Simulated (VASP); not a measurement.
```
CELL_PARAMETERS angstrom
      0.00000     3.27262     3.27262
      3.27262     0.00000     3.27262
      3.27262     3.27262     0.00000
ATOMIC_POSITIONS crystal
  Hg 0.00000 0.00000 0.00000
  Te 0.25000 0.25000 0.25000
```

Method: vdW-DF-cx, VASP's PBE PAW potentials (set 64) (plane waves; VASP). Run with 520 eV cut-off, Gaussian smearing of 0.050 eV, potentials Hg Te.

Unless said otherwise, spin-orbit coupling is left out, though it shifts the bands of the heavy elements here.

Q: Estimate the band gap (along the path) with the smallest direct gap where there is one.

A: 
- band gap (along the path) = none (metal, semimetal or under 0.01 eV)

The absolute energy has meaning only against runs of the same code, potentials and settings.

The compound is HgTe in the zinc blende structure. It was relaxed first.
